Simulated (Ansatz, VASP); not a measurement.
# Cross-check of Zn10In18Sn11O59 (amorphous 30In2O3-33ZnO-37SnO2 (mol %)) between VASP and Ansatz

One calculation is typed for both programs; each brings its own data sets. How far apart do they land? Of the first pair: The structure shown is the start of the Ansatz relaxation below; VASP solves that cell, so the two are compared at the walk's first step.

Program: Ansatz 0.2.0. Level of theory: plane waves, with VASP 6.6.1 beside it; single point at PBE. Results are calculated unless marked as measured.

## (1) The structure

The cell holds 98 atoms: 18 In, 10 Zn, 11 Sn and 59 O. Its edges and angles: a = 10.943 Å, b = 10.943 Å, c = 10.943 Å, α = 90.0°, β = 90.0°, γ = 90.0°. As first built, before any earlier steps moved the atoms (in the runner's words): 98 atoms (18 Sc, 10 Zn, 11 Sn, 59 O) placed at random at 4.81 g/cm^3, melted at 5000 K for 10 ps at fixed volume with the Morse and Coulomb pair potential with partial charges (Pedone, Malavasi, Menziani, Cormack and Segre, J. Phys. Chem. B 110, 11780 (2006)). Quenched from 5000 K to 300 K at 100 K/ps and fixed volume, held 10 ps at zero pressure, then minimised at fixed cell. Then Sc was replaced by In and the cell scaled by 1.022 (the potential has no terms for the new elements, so the cell is a start for a DFT relaxation).

## (2) Ansatz: relaxation, PBE

Ansatz runs on its PAW soft_1 files.

The two programs are compared at the cell with which this relaxation starts, whose forces are those of its first step.

Input file input.yaml:

```yaml
crystal:
  lattice:
    - [10.94262, 0.0, 0.0]
    - [0.0, 10.94262, 0.0]
    - [0.0, 0.0, 10.94262]
  atoms:
    - { symbol: In, position: [0.18682, 0.00596, 0.19248] }
    - { symbol: In, position: [0.2492, 0.08664, 0.85961] }
    - { symbol: In, position: [0.70592, 0.18632, 0.52836] }
    - { symbol: In, position: [0.77623, 0.29328, 0.01212] }
    - { symbol: In, position: [0.81005, 0.51737, 0.27543] }
    - { symbol: In, position: [0.42542, 0.13791, 0.60699] }
    - { symbol: In, position: [0.46478, 0.018, 0.28883] }
    - { symbol: In, position: [0.61825, 0.60811, 0.07042] }
    - { symbol: In, position: [0.10749, 0.67519, 0.43656] }
    - { symbol: In, position: [0.15845, 0.81036, 0.91682] }
    - { symbol: In, position: [0.46119, 0.84488, 0.03973] }
    - { symbol: In, position: [0.28825, 0.71759, 0.21791] }
    - { symbol: In, position: [0.85293, 0.70446, 0.56374] }
    - { symbol: In, position: [0.70217, 0.85224, 0.28309] }
    - { symbol: In, position: [0.27358, 0.52118, 0.93326] }
    - { symbol: In, position: [0.1827, 0.37766, 0.67901] }
    - { symbol: In, position: [0.69294, 0.05295, 0.78838] }
    - { symbol: In, position: [0.97244, 0.78151, 0.14367] }
    - { symbol: Zn, position: [0.90572, 0.98993, 0.50519] }
    - { symbol: Zn, position: [0.60226, 0.07822, 0.03906] }
    - { symbol: Zn, position: [0.93335, 0.44358, 0.55684] }
    - { symbol: Zn, position: [0.05508, 0.30698, 0.95201] }
    - { symbol: Zn, position: [0.62258, 0.66203, 0.79145] }
    - { symbol: Zn, position: [0.43334, 0.88885, 0.78226] }
    - { symbol: Zn, position: [0.99967, 0.16165, 0.67216] }
    - { symbol: Zn, position: [0.98607, 0.02793, 0.94439] }
    - { symbol: Zn, position: [0.32259, 0.44377, 0.39059] }
    - { symbol: Zn, position: [0.814, 0.80767, 0.87735] }
    - { symbol: Sn, position: [0.50333, 0.34477, 0.80958] }
    - { symbol: Sn, position: [0.16699, 0.89048, 0.6291] }
[... 62 atom lines left out ...]
    - { symbol: O, position: [0.6469, 0.22612, 0.88627] }
    - { symbol: O, position: [0.39234, 0.19734, 0.79786] }
    - { symbol: O, position: [0.1802, 0.5356, 0.56189] }
    - { symbol: O, position: [0.5595, 0.96449, 0.89611] }
    - { symbol: O, position: [0.97357, 0.58591, 0.15698] }
    - { symbol: O, position: [0.73844, 0.68152, 0.20806] }
kpoints:
  mp_grid: { grid: [1, 1, 1] }
hamiltonian:
  xc: pbe
  pseudopotentials: { kind: paw, azcp: { folder: soft_1 } }
scf:
  occupations: { method: gaussian, width: 0.05 }
output:
  forces: true
relax:
  f_tol: 0.05
  max_steps: 150
  cell: {}
```

Started as:

```bash
$ ansatz run input.yaml --threads 4 --pin off --max-ram 8192MiB --backend cpu --events-out ev --progress --plain --runs-dir out
```

Numbers of over 12 decimals in the logs are rounded to 6 here.

Output:

```text
Engine: ansatz 0.2.0, aarch64-unknown-linux-gnu
Pseudopotentials: kind: paw
Pseudopotential: In, paw, valence charge 13, recommended cutoff 420 eV (normal), soft_1/In.paw.azcp
Pseudopotential: Zn, paw, valence charge 12, recommended cutoff 420 eV (normal), soft_1/Zn.paw.azcp
Pseudopotential: Sn, paw, valence charge 14, recommended cutoff 420 eV (normal), soft_1/Sn.paw.azcp
Pseudopotential: O, paw, valence charge 6, recommended cutoff 420 eV (normal), soft_1/O.paw.azcp
Functional definition: PBE
  parameter kappa = 0.804
  parameter beta = 0.066725
  exchange = pbe_x(kappa = kappa, mu = beta*pi^2/3)
  correlation = pbe_c(beta = beta)
Crystal: 98 atoms, lattice volume = 1310.280 Å³
Basis set: ecut = 420 eV, 25677 PW (Γ), exchange–correlation on 150×150×150 points (8 copies of the dense FFT grid, shifted against one another)
Bands: 529, of which v1, the nominal top of the filled ones, is band 431 counted from 1 (430 counted from 0)
Symmetry: 1 space group operations
Space group: P1 (ITA 1), of the structure as read, at distance tolerance 1.1e-4 Å
k-points: 1
Non-local potential: In, projectors of the file, l = 0: 2, l = 1: 2, l = 2: 2, l = 3: 1
Non-local potential: Zn, projectors of the file, l = 0: 2, l = 1: 2, l = 2: 3, l = 3: 1
Non-local potential: Sn, projectors of the file, l = 0: 2, l = 1: 2, l = 2: 2, l = 3: 1
Non-local potential: O, projectors of the file, l = 0: 2, l = 1: 2, l = 2: 1
PAW form: soft (Blöchl's): semilocal exchange-correlation on the pseudo side does not see the compensation charge
PAW one-centre angular grid: In, 590 points (default); XC on 64 Gauss nodes
PAW one-centre angular grid: Zn, 590 points (default); XC on 64 Gauss nodes
PAW one-centre angular grid: Sn, 590 points (default); XC on 64 Gauss nodes
PAW one-centre angular grid: O, 110 points (default); XC on 64 Gauss nodes
Initial density: superposition of atomic densities (chi_scale 0.1, normalization cell, long waves kept (reshape's long-wave potential 0.68 eV rms))
Initial wavefunctions: pseudopotential atomic-orbital guess
Functional: x = pbe(κ = 0.804, μ = 0.219515), c = pbe(β = 0.066725)
SCF iter   1: F=—  HF=-233707.431869 eV  |F-HF|=—  |Δ(HF+E_count)|=         —  Δρ=7.73e-2  dr2=6.97e1  ethr=3.10e-3  ⟨swp⟩=6.0  Hψ=2155  notcnv=0  defer=18
preconditioner: auto → LDOS  [insulator: Δε(μ)=0.141 eV  Ē_g=16.650 eV  σ=0.050 eV  W_gap=0.95  n_scr=364 (ndim 8)  ℏωp=30.1 eV  f_vac=0.028  D(μ)=6.10/eV (n_scr^D=18)  ε∞_Penn≈4.3  β→1.0]
SCF iter   2: F=—  HF=-233718.948889 eV  |F-HF|=—  |Δ(HF+E_count)|=    1.15e1  Δρ=1.07e-1  dr2=1.19e2  ethr=3.10e-3  ⟨swp⟩=3.0  Hψ=1149  notcnv=0  defer=92
SCF iter   3: F=—  HF=-233689.760285 eV  |F-HF|=—  |Δ(HF+E_count)|=    2.92e1  Δρ=2.03e-2  dr2=5.61e0  ethr=3.10e-3  ⟨swp⟩=3.0  Hψ=1209  notcnv=0  defer=91
SCF iter   4: F=—  HF=-233688.943031 eV  |F-HF|=—  |Δ(HF+E_count)|=   8.17e-1  Δρ=1.07e-2  dr2=1.39e0  ethr=6.51e-4  ⟨swp⟩=2.0  Hψ=934  notcnv=0  defer=91
SCF iter   5: F=—  HF=-233688.708145 eV  |F-HF|=—  |Δ(HF+E_count)|=   2.35e-1  Δρ=5.37e-3  dr2=3.69e-1  ethr=1.61e-4  ⟨swp⟩=3.0  Hψ=800  notcnv=0  defer=91
SCF iter   6: F=—  HF=-233688.658175 eV  |F-HF|=—  |Δ(HF+E_count)|=   5.00e-2  Δρ=2.58e-3  dr2=8.71e-2  ethr=4.28e-5  ⟨swp⟩=3.0  Hψ=945  notcnv=0  defer=91
SCF iter   7: F=—  HF=-233688.647612 eV  |F-HF|=—  |Δ(HF+E_count)|=   1.06e-2  Δρ=8.25e-4  dr2=5.28e-3  ethr=1.01e-5  ⟨swp⟩=2.0  Hψ=766  notcnv=0  defer=91
SCF iter   8: F=—  HF=-233688.648558 eV  |F-HF|=—  |Δ(HF+E_count)|=   9.45e-4  Δρ=4.31e-4  dr2=2.18e-3  ethr=6.12e-7  ⟨swp⟩=2.0  Hψ=796  notcnv=0  defer=91
SCF iter   9: F=—  HF=-233688.648405 eV  |F-HF|=—  |Δ(HF+E_count)|=   1.53e-4  Δρ=1.33e-4  dr2=1.93e-4  ethr=2.53e-7  ⟨swp⟩=2.0  Hψ=795  notcnv=0  defer=91
SCF iter  10: F=—  HF=-233688.648458 eV  |F-HF|=—  |Δ(HF+E_count)|=   5.35e-5  Δρ=5.62e-5  dr2=3.03e-5  ethr=2.24e-8  ⟨swp⟩=2.0  Hψ=774  notcnv=0  defer=91
SCF iter  11: F=—  HF=-233688.646332 eV  |F-HF|=—  |Δ(HF+E_count)|=   2.13e-3  Δρ=2.65e-5  dr2=6.66e-6  ethr=3.51e-9  ⟨swp⟩=2.0  Hψ=868  notcnv=0  defer=91
SCF iter  12: F=—  HF=-233688.646333 eV  |F-HF|=—  |Δ(HF+E_count)|=   1.71e-6  Δρ=1.28e-5  dr2=1.58e-6  ethr=7.73e-10  ⟨swp⟩=2.0  Hψ=780  notcnv=0  defer=91
SCF iter  13: F=—  HF=-233688.646334 eV  |F-HF|=—  |Δ(HF+E_count)|=   5.48e-7  Δρ=5.43e-6  dr2=2.48e-7  ethr=1.83e-10  ⟨swp⟩=2.0  Hψ=778  notcnv=0  defer=91
SCF iter  14: F=-233688.646334 eV  HF=-233688.646334 eV  |F-HF|=5.97e-9  |Δ(HF+E_count)|=   1.24e-7  Δρ=2.38e-6  dr2=5.85e-8  ethr=1.16e-11  ⟨swp⟩=4.0  Hψ=1546  notcnv=0
SCF 1 converged in 14 iterations: F = -233688.646334 eV  dr2 = 5.85e-8
  greatest PAW one-centre occupation: 0.996 electrons in one spin orbital (limit 2), on the Sn atom at site 33 (counted from 0), in its partial waves of l = 2
[...]
atom  98  O     -0.00305546    -0.00068557    -0.00305130
  max |Σ_I F_I| component: 3.14e-6 eV/Å
--- Stress (GPa, compression-positive) ---
        0.007164       0.000004       0.003268
        0.000004      -0.005166      -0.005681
        0.003268      -0.005681       0.006970
  P = ⅓ Tr σ = 0.0030 GPa (0.030 kbar)
--- Relaxed structure (8 steps of the walk, 8 accepted, 2 SCFs on fresh bases) ---
  F+E_penalty+E_count = -233690.94479560 eV   max|allowed force component| = 2.437e-2 eV/Å   (the final SCF, on the basis selected at the relaxed cell)
  cell:  # Å, volume = 1317.0361 Å³
    - [11.174025, 0.025993, 0.172611]
    - [0.025993, 10.765954, -0.00427479]
    - [0.172611, -0.00427479, 10.950748]
  atoms:
    - { symbol: In, position: [0.181788, -0.00194849, 0.198053] }
    - { symbol: In, position: [0.250044, 0.092905, 0.860367] }
    - { symbol: In, position: [0.707275, 0.183596, 0.530624] }
    - { symbol: In, position: [0.770085, 0.297434, 0.010415] }
    - { symbol: In, position: [0.810667, 0.515967, 0.279463] }
    - { symbol: In, position: [0.423213, 0.149827, 0.585935] }
    - { symbol: In, position: [0.460007, 0.018891, 0.291957] }
    - { symbol: In, position: [0.614934, 0.605930, 0.077486] }
    - { symbol: In, position: [0.106273, 0.675988, 0.436988] }
    - { symbol: In, position: [0.162775, 0.808151, 0.913652] }
    - { symbol: In, position: [0.465417, 0.845404, 0.034732] }
    - { symbol: In, position: [0.294275, 0.708400, 0.215426] }
    - { symbol: In, position: [0.851947, 0.703480, 0.575702] }
    - { symbol: In, position: [0.707281, 0.863585, 0.272226] }
    - { symbol: In, position: [0.275387, 0.522550, 0.929375] }
    - { symbol: In, position: [0.183395, 0.381512, 0.679416] }
    - { symbol: In, position: [0.706398, 0.00937624, 0.773840] }
    - { symbol: In, position: [0.973997, 0.774155, 0.151572] }
    - { symbol: Zn, position: [0.914087, 0.980881, 0.498160] }
    - { symbol: Zn, position: [0.582839, 0.092224, 0.021520] }
    - { symbol: Zn, position: [0.925985, 0.429791, 0.550009] }
    - { symbol: Zn, position: [0.057245, 0.303954, 0.956228] }
    - { symbol: Zn, position: [0.621809, 0.665578, 0.790846] }
    - { symbol: Zn, position: [0.431283, 0.902961, 0.769647] }
    - { symbol: Zn, position: [0.997757, 0.157270, 0.685352] }
    - { symbol: Zn, position: [0.972707, 0.019765, 0.955845] }
    - { symbol: Zn, position: [0.320420, 0.435374, 0.407923] }
    - { symbol: Zn, position: [0.810998, 0.795835, 0.915140] }
    - { symbol: Sn, position: [0.501861, 0.343175, 0.812678] }
    - { symbol: Sn, position: [0.169286, 0.894189, 0.627118] }
    - { symbol: Sn, position: [0.334798, 0.638502, 0.619666] }
    - { symbol: Sn, position: [0.580297, 0.303167, 0.255638] }
    - { symbol: Sn, position: [0.154782, 0.184723, 0.433328] }
    - { symbol: Sn, position: [0.324278, 0.290444, 0.126429] }
    - { symbol: Sn, position: [0.612901, 0.831015, 0.551127] }
    - { symbol: Sn, position: [0.937663, 0.558586, 0.864483] }
    - { symbol: Sn, position: [0.611815, 0.466712, 0.555078] }
    - { symbol: Sn, position: [0.888958, 0.139015, 0.230375] }
    - { symbol: Sn, position: [0.080420, 0.442322, 0.225235] }
    - { symbol: O, position: [0.782774, 0.854528, 0.462401] }
    - { symbol: O, position: [0.221493, 0.743039, 0.737729] }
    - { symbol: O, position: [0.012762, 0.813921, 0.556781] }
    - { symbol: O, position: [0.590140, 0.020707, 0.612789] }
    - { symbol: O, position: [0.675518, 0.642675, 0.530449] }
    - { symbol: O, position: [0.674840, 0.429638, 0.124784] }
    - { symbol: O, position: [0.916661, 0.562648, 0.685412] }
    - { symbol: O, position: [0.083624, 0.048631, 0.550589] }
    - { symbol: O, position: [0.286585, 0.275950, 0.531801] }
    - { symbol: O, position: [0.115644, 0.227011, 0.800043] }
    - { symbol: O, position: [0.657329, 0.427786, 0.368296] }
    - { symbol: O, position: [0.241148, 0.676911, 0.031673] }
    - { symbol: O, position: [0.206367, 0.556532, 0.304319] }
    - { symbol: O, position: [0.263207, 0.776132, 0.500407] }
    - { symbol: O, position: [0.722926, 0.807636, 0.711924] }
    - { symbol: O, position: [0.867897, 0.938784, 0.201009] }
    - { symbol: O, position: [0.173331, 0.396587, 0.066802] }
    - { symbol: O, position: [0.234927, 0.144744, 0.055123] }
    - { symbol: O, position: [0.825742, 0.107465, 0.401249] }
    - { symbol: O, position: [0.547574, 0.172029, 0.396788] }
    - { symbol: O, position: [0.599379, 0.490403, 0.747421] }
    - { symbol: O, position: [0.324225, 0.916590, 0.917226] }
    - { symbol: O, position: [0.933521, 0.574550, 0.428653] }
    - { symbol: O, position: [0.044727, 0.297475, 0.558564] }
[...]
- { symbol: O, position: [0.768228, 0.364591, 0.569349] }
    - { symbol: O, position: [0.476747, 0.692259, 0.179373] }
    - { symbol: O, position: [0.634075, 0.228887, 0.897653] }
    - { symbol: O, position: [0.383784, 0.207414, 0.781369] }
    - { symbol: O, position: [0.195389, 0.532803, 0.551496] }
    - { symbol: O, position: [0.553786, 0.969262, 0.885110] }
    - { symbol: O, position: [0.969332, 0.574422, 0.162170] }
    - { symbol: O, position: [0.752240, 0.688167, 0.196330] }
```

The column dr2 measures how far the density is from self-consistency, as an energy; F and HF (Harris–Foulkes) agree once it is small.

## (3) VASP: single point, PBE, start cell, pair 1

The same cell, functional, mesh and smearing now go to VASP, with its own data sets.

Lines of VASP's logs that name or quote its potential files are left out, and so is its time.

Input file INCAR:

```
SYSTEM = Zn10In18Sn11O59
PREC = Accurate
ENCUT = 520
EDIFF = 1E-06
NELM = 120
ISMEAR = 0
SIGMA = 0.05
LREAL = Auto
ALGO = Normal
GGA = PE
NBANDS = 504
LORBIT = 11
LWAVE = .FALSE.
LCHARG = .FALSE.
ISIF = 2
LASPH = .TRUE.
GGA_COMPAT = .FALSE.
EFERMI = MIDGAP
NCORE = 2
```

Input file POSCAR:

```
Zn10In18Sn11O59
1.0
   10.9426200000      0.0000000000      0.0000000000
    0.0000000000     10.9426200000      0.0000000000
    0.0000000000      0.0000000000     10.9426200000
In Zn Sn O
18 10 11 59
Direct
    0.1868199755      0.0059583537      0.1924767560
    0.2491999174      0.0866428698      0.8596113179
    0.7059186922      0.1863173536      0.5283560975
    0.7762309209      0.2932844237      0.0121177561
    0.8100528027      0.5173715253      0.2754276398
    0.4254191409      0.1379102994      0.6069935719
    0.4647790017      0.0180030011      0.2888339356
    0.6182523016      0.6081084786      0.0704218916
    0.1074879691      0.6751856502      0.4365590690
    0.1584538255      0.8103635144      0.9168188240
    0.4611875401      0.8448799282      0.0397345426
    0.2882490665      0.7175886579      0.2179094221
    0.8529310165      0.7044565196      0.5637406764
    0.7021718747      0.8522364845      0.2830857692
    0.2735816468      0.5211823128      0.9332591281
    0.1826984762      0.3776609258      0.6790055764
    0.6929419097      0.0529489281      0.7883760927
    0.9724362173      0.7815130197      0.1436676043
    0.9057245888      0.9899274580      0.5051897992
    0.6022597879      0.0782170997      0.0390582877
    0.9333505139      0.4435774979      0.5568410490
    0.0550782171      0.3069831539      0.9520114927
    0.6225839881      0.6620260961      0.7914466554
    0.4333422891      0.8888456329      0.7822623832
    0.9996691834      0.1616523282      0.6721607805
    0.9860709775      0.0279274982      0.9443899176
    0.3225918473      0.4437694081      0.3905920154
    0.8140006689      0.8076676335      0.8773493003
    0.5033255290      0.3447711791      0.8095775966
    0.1669892585      0.8904814386      0.6290997951
[... 62 atom lines left out ...]
    0.6469017475      0.2261158662      0.8862685536
    0.3923374841      0.1973384802      0.7978619380
    0.1802036441      0.5356029909      0.5618855448
    0.5595003756      0.9644856533      0.8961108034
    0.9735694011      0.5859108696      0.1569825142
    0.7384428958      0.6815186857      0.2080580336
```

Input file KPOINTS:

```
Automatic mesh
0
Gamma
1 1 1
0 0 0
```

PAW data sets: In_d, Zn, Sn_d and O (PBE family, release 64).

Started as:

```bash
$ mpirun -np 8 vasp_gam
```

Output:

```text
[banner, memory and clock lines left out]
running    8 mpi-ranks, on    1 nodes
[...]
LDA part: xc-table for (Slater+PW92), standard interpolation
 POSCAR, INCAR and KPOINTS ok, starting setup
[...]
entering main loop
       N       E                     dE             d eps       ncg     rms          rms(c)
DAV:   1     0.217794532501E+05    0.21779E+05   -0.35522E+05  1008   0.288E+03
DAV:   2     0.555148509107E+04   -0.16228E+05   -0.15563E+05  1008   0.902E+02
DAV:   3     0.411404188202E+03   -0.51401E+04   -0.48508E+04  1016   0.388E+02
DAV:   4    -0.556460027372E+03   -0.96786E+03   -0.93724E+03  1176   0.171E+02
[...]
DAV:  19    -0.528932137896E+03    0.20529E-05   -0.70423E-05  1352   0.328E-02    0.160E-02
DAV:  20    -0.528932139065E+03   -0.11689E-05   -0.18922E-05  1144   0.199E-02    0.924E-03
DAV:  21    -0.528932139585E+03   -0.52010E-06   -0.83761E-06   808   0.863E-03
   1 F= -.52893214E+03 E0= -.52893183E+03  d E =-.627303E-03
```

From OUTCAR (step 3):

```text
  FREE ENERGIE OF THE ION-ELECTRON SYSTEM (eV)
  ---------------------------------------------------
  free  energy   TOTEN  =      -528.9321395852 eV

  energy  without entropy=     -528.9315122824  energy(sigma->0) =     -528.93182593

[... 1 further part left out ...]
```

The run ends at a pressure of 2.15 GPa, with forces up to 1.2 eV/Å.

## (4) Side by side

Known differences besides the potentials themselves: the cutoff is 420 eV in Ansatz and 520 eV in VASP (PREC = Accurate, projectors in real space). Total energies have different zeros and are not compared.

Forces on 10 of the 98 atoms, those with the largest forces and the largest differences (eV/Å; atoms numbered as in POSCAR):

| atom | Ansatz x, y, z | VASP x, y, z |
| --- | --- | --- |
| In4 | 0.161, 0.869, -0.508 | 0.174, 0.879, -0.523 |
| In7 | -0.047, 0.801, 0.743 | -0.054, 0.809, 0.755 |
| In10 | 0.647, -0.852, -0.513 | 0.640, -0.863, -0.511 |
| Sn30 | 0.496, -0.897, 0.202 | 0.495, -0.888, 0.188 |
| O42 | -0.101, 0.898, -0.031 | -0.131, 0.907, -0.025 |
| O52 | 0.698, -0.728, 0.214 | 0.698, -0.721, 0.209 |
| O53 | 0.499, 0.322, -0.175 | 0.534, 0.345, -0.211 |
| O79 | 0.852, 0.084, -0.414 | 0.833, 0.071, -0.396 |
| O81 | 0.060, -0.268, -0.097 | 0.018, -0.339, -0.099 |
| O89 | 0.440, 0.226, -0.373 | 0.439, 0.189, -0.330 |

The forces differ by 17 meV/Å r.m.s., which is 5.1 % of the r.m.s. force of 0.339 eV/Å (both taken over all components).

(Part 1 of 2 ends here.)

[Lines on the potential files, build, host, timing and source positions are cut from VASP's logs without a mark.]

[Logs are printed without paths, hosts, clocks, repeated set-up lines and the standing remarks that a program may print on its own settings, such as how far it seeks lower states.]

[Hosts, paths, dates, database ids (printed as entryN), source tags and the programs' standing remarks are cut or masked in the printed files.]
